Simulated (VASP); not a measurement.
## GaP (relaxed from the NiAs type structure, space group P6_3/mmc): computed properties

Calculation: PBE GGA, VASP's PBE PAW potentials (set 64) (plane waves; VASP).

- space group = P6_3/mmc (194)
- cell = a = b = 3.613 Å, c = 6.119 Å, α = β = 90.00°, γ = 120.00°
- volume per atom = 17.29 Å^3/atom
- band gap (over mesh and band path) = none (metal, semimetal or under 0.01 eV)
- density = 4.83 g/cm³

```cif
data_Ga2P2
_chemical_formula_sum 'Ga2 P2'
_space_group_name_H-M_alt 'P63/mmc'
_space_group_IT_number 194
_space_group_name_Hall '-P 6c 2c'
_cell_length_a 3.61308
_cell_length_b 3.61308
_cell_length_c 6.11917
_cell_angle_alpha 90.000
_cell_angle_beta 90.000
_cell_angle_gamma 120.000
loop_
_atom_site_label
_atom_site_type_symbol
_atom_site_symmetry_multiplicity
_atom_site_Wyckoff_symbol
_atom_site_fract_x
_atom_site_fract_y
_atom_site_fract_z
_atom_site_occupancy
Ga1 Ga 2 a 0.00000 0.00000 0.00000 1
P1 P 2 c 0.33333 0.66667 0.25000 1
```

The structure was generated: GaP was put into the NiAs type type (P6_3/mmc), which need not be its known phase. It was relaxed first, which changed the volume by +18 %. Symmetry was kept, so distortions that lower it aren't found.
